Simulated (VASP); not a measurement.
All values below come from PBE GGA, VASP's PBE PAW potentials (set 64) (plane waves; VASP 6.6.1).

The input files of a VASP run:

### KPOINTS
```
Regular mesh
0
gamma
 4 4 1
```

### POSCAR
```
CdSe
4.4077990
  1.0000000000   0.0000000000   0.0000000000
 -0.4999998866   0.8660251976   0.0000000000
  0.0000000000   0.0000000000   4.9069567374
Cd Se
6 6
direct
  0.0000000000   0.0000000000   0.0000000000
  0.0000000000   0.0000000000   0.5000000000
  0.6666670000   0.3333330000   0.8332500000
  0.3333330000   0.6666670000   0.3332500000
  0.6666670000   0.3333330000   0.1665000000
  0.3333330000   0.6666670000   0.6665000000
  0.0000000000   0.0000000000   0.8746000000
  0.0000000000   0.0000000000   0.3746000000
  0.6666670000   0.3333330000   0.7078500000
  0.3333330000   0.6666670000   0.2078500000
  0.6666670000   0.3333330000   0.0415000000
  0.3333330000   0.6666670000   0.5415000000
```

### INCAR
```
SYSTEM = CdSe
PREC = Accurate
ENCUT = 300
EDIFF = 1E-6
NELM = 100
ALGO = Normal
LREAL = .FALSE.
LASPH = .TRUE.
ISMEAR = -1
SIGMA = 0.136
GGA = PE
LMAXMIX = 4
LWAVE = .FALSE.
LCHARG = .FALSE.
ISIF = 2
```

POTCAR, in this order: Cd Se (PBE.64 set). Program: vasp_std.

What will the output report for the number of irreducible k-points (NKPTS), largest plane-wave count, number of space-group operations, FFT grid (NGX, NGY, NGZ)?

```
Item                                            Value
--------------------------------------  -------------
number of irreducible k-points (NKPTS)              4
largest plane-wave count                         4309
number of space-group operations                   12
FFT grid (NGX, NGY, NGZ)                28 × 28 × 126
```

The structure was generated: CdSe was put into an ordered model structure, which need not be its known phase. The cell was not relaxed at this level.
